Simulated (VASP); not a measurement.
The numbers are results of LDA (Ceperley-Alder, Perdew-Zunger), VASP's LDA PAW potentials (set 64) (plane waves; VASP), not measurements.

The input files of a VASP run:

### POSCAR
```
NiSi2
1
    3.8086960000     0.0000000000     0.0000000000
   -3.8086960000     3.8086960000     0.0000000000
    0.0000000000     0.0000000000    19.4260000000
Ni Si
4 8
Direct
  0.0117700000   0.0058570000   0.4665720000
  1.0139890000   0.5131250000   0.3260400000
 -0.0029900000  -0.0015180000   0.7369380000
  1.0239190000   0.5057060000   0.6043630000
  0.4854920000  -0.0037890000   0.3964260000
  0.5021570000   0.5035780000   0.3959550000
  0.4761920000   0.4916860000   0.2570940000
  0.5188410000   0.0081860000   0.2596630000
  0.4819730000  -0.0152030000   0.6724030000
  0.4925030000   0.4901810000   0.6742750000
  0.5096810000   0.5106700000   0.5355380000
  0.4864740000  -0.0084800000   0.5360890000
```

**INCAR**
```
SYSTEM  =  NiSi2
PREC  =  Accurate; ENCUT  =  300; LREAL  =  .FALSE.
LASPH  =  .TRUE.
EDIFF  =  1E-6; NELM  =  100; ALGO  =  Normal
LMAXMIX  =  4
ISMEAR  =  -1; SIGMA  =  0.1
ISIF  =  2
LWAVE  =  .FALSE.; LCHARG  =  .FALSE.
```

File KPOINTS_OPT:
```
k-points along high-symmetry lines
20
Line-mode
Reciprocal
  0.000000   0.000000   0.000000 ! GAMMA
  0.000000   0.500000   0.000000 ! X

  0.000000   0.000000   0.000000 ! GAMMA
  0.500000  -0.500000   0.000000 ! Z

  0.500000   0.000000   0.000000 ! U
  0.000000   0.000000   0.000000 ! GAMMA
```

KPOINTS:
```
Automatic mesh
0
Gamma
10 7 1
0 0 0
```

POTCAR, in this order: Ni Si (LDA.64 set). Program: vasp_std.

The cell holds a wide vacuum, so values per volume refer to the whole cell.

Estimate the energy per atom (σ→0), largest force, band gap (over mesh and band path).

The energy per atom (σ→0) comes out as -6.310 eV/atom, the band gap (over mesh and band path) is none (metal, semimetal or under 0.01 eV) and the largest force is 1.378 eV/Å.

### OSZICAR
```
...
DAV:  27    -0.757901779100E+02   -0.16347E-04   -0.30009E-05  4404   0.547E-02    0.468E-02
DAV:  28    -0.757901980636E+02   -0.20154E-04   -0.22440E-05  3993   0.506E-02    0.333E-02
DAV:  29    -0.757902192037E+02   -0.21140E-04   -0.17424E-05  3483   0.366E-02    0.823E-03
DAV:  30    -0.757902237882E+02   -0.45845E-05   -0.32667E-06  2512   0.140E-02    0.362E-03
DAV:  31    -0.757902244254E+02   -0.63714E-06   -0.77593E-07  1805   0.708E-03
   1 F= -.75790224E+02 E0= -.75722387E+02  d E =-.135674E+00
       N       E                     dE             ncg
       N       E                     dE             ncg
```

The cell is a sheet with vacuum, built from a database entry that may be metastable or hypothetical. The run is not spin-polarised, so no magnetic state was tried.
